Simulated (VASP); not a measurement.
Here is the system:

```xyz
1
Lattice="0.0000 2.6547 2.6547 2.6547 0.0000 2.6547 2.6547 2.6547 0.0000" Properties=species:S:1:pos:R:3 pbc="T T T"
Yb     0.0000     0.0000     0.0000
```

The numbers are results of rev-vdW-DF2, VASP's PBE PAW potentials (set 64) (plane waves; VASP), not measurements. Run with 520 eV cut-off, Gaussian smearing of 0.050 eV, potentials Yb_2.

The 4f electrons are frozen in the core of the lanthanide potential, so 4f levels, which can set the real gap, and their magnetism are missing.

Question: Give the energies of bands 4 to 7 at the high-symmetry points, in eV from the valence-band maximum.

Answer: 
```csv
band,Γ,X,U,L,W
4,-5.09,-1.12,-0.32,-1.77,-0.05
5,3.03,0.28,0.21,0.30,0.86
6,3.03,1.67,1.25,2.79,0.86
7,3.03,6.74,4.58,2.79,2.65
```

The gap is indirect, 0.02 eV, from the valence maximum at L-W at 0.71 to the conduction minimum at K-Γ at 0.07.

The compound is Yb in the fcc structure. It was relaxed first, which changed the volume by -9 %.
